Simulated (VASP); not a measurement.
Consider the following.

```xyz
4
Lattice="4.3598 0.0000 0.0000 0.0000 4.3598 0.0000 0.0000 0.0000 7.6767" Properties=species:S:1:pos:R:3 pbc="T T T"
Tl     0.0000     2.1799     0.0000
Tl     2.1799     0.0000     3.8384
As     0.0000     0.0000     1.9192
As     0.0000     0.0000     5.7575
```

Computed with PBE GGA, VASP's PBE PAW potentials (set 64) (plane waves; VASP). Settings: 300 eV cut-off, 4×4×3 Γ-centred mesh, Fermi-Dirac smearing of 0.050 eV, potentials Tl_d As.

### Question
Give the energies of bands 13 to 21 at the high-symmetry points, in eV from the Fermi level.

### Answer

```csv
band,Γ,X,M,Z,R,A
13,-6.97,-6.61,-6.16,-5.46,-6.56,-6.14
14,-3.57,-5.66,-6.16,-5.46,-4.79,-6.14
15,-1.61,-2.64,-3.56,-1.28,-3.27,-2.54
16,-1.61,-1.24,-2.36,-1.28,-2.56,-2.54
17,-0.78,-1.18,-2.36,-0.52,-1.09,-1.83
18,0.16,-0.81,-0.11,-0.52,0.11,-1.83
19,0.16,0.06,0.41,0.29,0.79,0.51
20,1.04,0.29,0.41,0.29,1.11,0.51
21,2.52,3.02,0.89,3.04,1.12,1.07
```

It has no gap at this level: it comes out as a metal or semimetal.

The structure was generated: TlAs was put into an ordered model structure, which need not be its known phase. The cell was not relaxed at this level. The k-mesh is coarse (spacing up to 0.36 per Å, 2π included), so the numbers may not be converged in it.
